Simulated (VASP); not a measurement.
Write the native input for VASP 6.6.1 that does the following.

| Quantity | Value |
| --- | --- |
| Task | single point |
| Functional | r2SCAN |
| Potentials or basis | VASP PAW PBE potentials, release 64 (Sb, Cd, Hf_pv) |
| Cutoff | 520 eV |
| k mesh | 5 × 5 × 2, shifted |
| Occupations | fermi-dirac, width 0.1 eV |
| Spin | no spin polarisation |
| Dipole correction | no |
| Further INCAR settings | ALGO = Normal; EDIFF = 1e-06; NBANDS = 32 |

Crystal: Hf2CdSb3.

```
CELL_PARAMETERS angstrom
4.07406 0.00000 0.00000
0.00000 4.07406 0.00000
0.00000 0.00000 8.92882
ATOMIC_POSITIONS crystal
Sb 0.50000 0.50000 0.00000
Sb 0.00000 0.50000 0.38200
Sb 0.50000 0.00000 0.61800
Cd 0.00000 0.00000 0.00000
Hf 0.00000 0.50000 0.73400
Hf 0.50000 0.00000 0.26600
```

The cell was built by a generator and needn't be a form met in nature.

These files were run (other wordings do the same):

POSCAR

```
Hf2CdSb3
1.0
    4.0740550000      0.0000000000      0.0000000000
    0.0000000000      4.0740550000      0.0000000000
    0.0000000000      0.0000000000      8.9288240000
Sb Cd Hf
3 1 2
Direct
    0.5000000000      0.5000000000      0.0000000000
    0.0000000000      0.5000000000      0.3820000000
    0.5000000000      0.0000000000      0.6180000000
    0.0000000000      0.0000000000      0.0000000000
    0.0000000000      0.5000000000      0.7340000000
    0.5000000000      0.0000000000      0.2660000000
```

INCAR.step1

```
SYSTEM = Hf2CdSb3
ALGO = Normal ; EDIFF = 1E-4
ENCUT = 520 ; GGA = PE
ISMEAR = -1 ; LASPH = .True.
LCHARG = .False. ; LREAL = .False.
LWAVE = .True. ; NBANDS = 32
NELM = 60 ; PREC = Accurate
SIGMA = 0.1
```

INCAR.step2

```
SYSTEM = Hf2CdSb3
ALGO = Normal ; EDIFF = 1E-6
ENCUT = 520 ; ISIF = 2
ISMEAR = -1 ; ISTART = 1
LASPH = .True. ; LCHARG = .True.
LELF = .True. ; LMIXTAU = .True.
LREAL = .False. ; LVHAR = .True.
LWAVE = .False. ; METAGGA = R2SCAN
NBANDS = 32 ; NELM = 60
PREC = Accurate ; SIGMA = 0.1
```

KPOINTS

```
Automatic mesh
0
Gamma
  5 5 2
  0.5 0.5 0.5
```

Potentials or basis: VASP PAW PBE potentials, release 64 (Sb, Cd, Hf_pv).

Run with:

```bash
$ cat potpaw_PBE.64/Sb/POTCAR potpaw_PBE.64/Cd/POTCAR potpaw_PBE.64/Hf_pv/POTCAR > POTCAR
$ cp INCAR.step1 INCAR
$ mpirun -np 1 vasp_std > vasp.out
$ cp INCAR.step2 INCAR
$ mpirun -np 1 vasp_std > vasp.out
```

Results of the run:

The pressure is -4.9 GPa and the largest force is 0.509 eV/Å. The band gap on the k mesh is none (metal or under the smearing width).

Caveat: the PAW data sets were made with another functional, which shifts forces and pressure a little.

Wall time 82 s on 1 thread of AMD EPYC 9R45 (Zen 5) (shared host), peak memory 0.24 GiB.
